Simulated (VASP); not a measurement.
Given:

```yaml
crystal:
  lattice:
    - [4.05165, 0.00000, 0.00000]
    - [0.00000, 4.05165, 0.00000]
    - [0.00000, 0.00000, 4.05165]
  atoms:
    - { symbol: K, position: [0.00000, 0.00000, 0.00000] }
    - { symbol: Ta, position: [0.50000, 0.50000, 0.50000] }
    - { symbol: O, position: [0.50000, 0.00000, 0.50000] }
    - { symbol: O, position: [0.00000, 0.50000, 0.50000] }
    - { symbol: O, position: [0.50000, 0.50000, 0.00000] }
```

These are revPBE GGA, VASP's PBE PAW potentials (set 64) (plane waves; VASP) values and carry that method's errors. Numerical set-up: 520 eV cut-off, 6×6×6 Γ-centred mesh, tetrahedra with Blöchl corrections, potentials K_sv Ta_pv O.

Unless said otherwise, spin-orbit coupling is left out, though it shifts the bands of the heavy elements here.

Problem. Predict the energy per atom (σ→0), band gap (on the k-mesh) with the smallest direct gap where there is one.

Solution. 
```
Quantity                                     Result
-----------------------------------  --------------
band gap (on the k-mesh)                    2.10 eV
smallest direct gap (on the k-mesh)         2.74 eV
energy per atom (σ→0)                -7.871 eV/atom
```

The absolute energy has meaning only against runs of the same code, potentials and settings.

The compound is KTaO3 in the cubic perovskite structure. It was relaxed first.
